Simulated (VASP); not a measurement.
HfIn4SiO6:

```
Hf In Si O
1.0
     3.23023   -5.57768   -0.02470
     3.23023    5.57768   -0.02470
    -1.49068    0.00000    6.32030
Hf In Si O
1 4 1 6
Direct
  0.10178 0.10178 0.00912
  0.79222 0.48204 0.00818
  0.48204 0.79222 0.00818
  0.54472 0.21983 0.48398
  0.21983 0.54472 0.48398
  0.85433 0.85433 0.44523
  0.83500 0.58822 0.38104
  0.58822 0.83500 0.38104
  0.02899 0.02899 0.29500
  0.97920 0.97920 0.69555
  0.42852 0.14514 0.07435
  0.14514 0.42852 0.07435
```

The cell was built by a generator and needn't be a form met in nature.

- Program: VASP 6.6.1
- Task: relaxation of cell and atoms
- Functional: PBE
- Dispersion: D3
- Potentials or basis: VASP PAW PBE potentials, release 64 (Hf_pv, In_d, Si, O)
- Cutoff: 600 eV
- k mesh: 5 × 5 × 4
- Occupations: fermi-dirac, width 0.05 eV
- Spin: no spin polarisation

At the start: pressure -1.4 GPa; volume 18.94 Å³/atom.

Task: How do energy, volume and symmetry change on relaxing?

Result: Over 48 steps the energy falls by 6.7 meV/atom and the volume is 17.76 Å³/atom (-6.3 %); space group Cm (No. 8, to 0.05 Å).

The path:
| step | energy change (eV) | largest force (eV/Å) | pressure (GPa) | volume (Å³) |
| --- | --- | --- | --- | --- |
| 1 | 0.0000 | 0.2017 | -1.44 | 227.34 |
| 3 | -0.0181 | 0.1992 | -0.06 | 223.80 |
| 5 | -0.0251 | 0.3884 | -0.02 | 222.16 |
| 7 | -0.0393 | 0.1619 | 0.02 | 219.42 |
| 9 | -0.0437 | 0.1289 | 0.07 | 218.01 |
| 11 | -0.0461 | 0.0996 | 0.02 | 217.74 |
| 13 | -0.0492 | 0.1195 | -0.07 | 217.31 |
| 15 | -0.0532 | 0.1636 | -0.14 | 216.39 |
| 17 | -0.0566 | 0.1693 | 0.17 | 215.32 |
| 19 | -0.0631 | 0.1549 | 0.09 | 214.34 |
| 21 | -0.0658 | 0.1251 | 0.00 | 213.97 |
| 23 | -0.0684 | 0.2879 | -0.04 | 213.76 |
| 25 | -0.0736 | 0.2225 | 0.07 | 212.84 |
| 27 | -0.0754 | 0.0726 | 0.02 | 213.10 |
| 29 | -0.0764 | 0.0660 | -0.02 | 213.14 |
| 31 | -0.0776 | 0.0865 | -0.05 | 213.16 |
| 33 | -0.0784 | 0.0562 | 0.12 | 212.96 |
| 35 | -0.0793 | 0.0944 | -0.01 | 213.33 |
| 37 | -0.0799 | 0.0563 | -0.14 | 213.50 |
| 39 | -0.0803 | 0.0331 | -0.02 | 213.20 |
| 41 | -0.0804 | 0.0326 | 0.04 | 213.10 |
| 43 | -0.0806 | 0.0295 | 0.06 | 213.01 |
| 45 | -0.0807 | 0.0223 | 0.01 | 213.05 |
| 47 | -0.0808 | 0.0136 | -0.02 | 213.12 |
| 48 | -0.0808 | 0.0080 | 0.00 | 213.09 |

Final structure:
```cif
data_structure
_symmetry_space_group_name_H-M 'P 1'
_symmetry_Int_Tables_number 1
_cell_length_a 6.2770
_cell_length_b 6.2770
_cell_length_c 6.6031
_cell_angle_alpha 96.767
_cell_angle_beta 96.767
_cell_angle_gamma 122.361
_cell_volume 213.09
loop_
_atom_site_label
_atom_site_type_symbol
_atom_site_fract_x
_atom_site_fract_y
_atom_site_fract_z
_atom_site_occupancy
Hf1 Hf 0.08383 0.08383 0.00377 1
In1 In 0.79258 0.48193 0.00697 1
In2 In 0.48193 0.79258 0.00697 1
In3 In 0.55225 0.21820 0.50607 1
In4 In 0.21820 0.55225 0.50607 1
Si1 Si 0.86117 0.86117 0.44337 1
O1 O 0.83343 0.58370 0.37364 1
O2 O 0.58370 0.83343 0.37364 1
O3 O 0.06183 0.06183 0.31242 1
O4 O 0.97732 0.97732 0.69332 1
O5 O 0.42314 0.13061 0.05688 1
O6 O 0.13061 0.42314 0.05688 1
```
